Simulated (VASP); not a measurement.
```
TlCl
1.0
    3.79741     0.00000     0.00000
    0.00000     3.79741     0.00000
    0.00000     0.00000     3.79741
Tl Cl
1 1
Direct
  0.00000   0.00000   0.00000
  0.50000   0.50000   0.50000
```

Method: optB88-vdW, VASP's PBE PAW potentials (set 64) (plane waves; VASP). Run with 520 eV cut-off, 7×7×7 Γ-centred mesh, Gaussian smearing of 0.050 eV, potentials Tl_d Cl.

Question: Predict the energy per atom (σ→0).

Answer: 
| Quantity | Result |
|---|---|
| energy per atom (σ→0) | -0.696 eV/atom |

The absolute energy has meaning only against runs of the same code, potentials and settings.

The compound is TlCl in the CsCl type structure. This cell is one point of a volume scan, at 0.97 of the reference volume.
